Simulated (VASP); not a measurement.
Energy against volume of Y (hcp). All values below come from optB88-vdW, VASP's PBE PAW potentials (set 64) (plane waves; VASP). Settings: 520 eV cut-off, 12×12×7 Γ-centred mesh, first-order Methfessel-Paxton smearing of 0.10 eV, potentials Y_sv.

Shape and ions are relaxed at each volume.

| V (Å³/atom) | E (eV/atom) |
|---|---|
| 29.971 | -3.86309 |
| 30.928 | -3.87556 |
| 31.884 | -3.87989 |
| 32.841 | -3.87682 |

**Question.** Fit these four points and predict the energy of the run at 33.797 Å³/atom.

**Answer.** A cubic in V^(−2/3), the third-order Birch-Murnaghan form, passes through the four points with V0 = 31.95 Å³/atom and B0 = 41 GPa, and gives -3.8670 eV/atom there. The run gave -3.8670 eV/atom, +0.0 meV/atom from the fit; all five points give B0 = 41 GPa.

The compound is Y in the hcp structure. It was relaxed first.
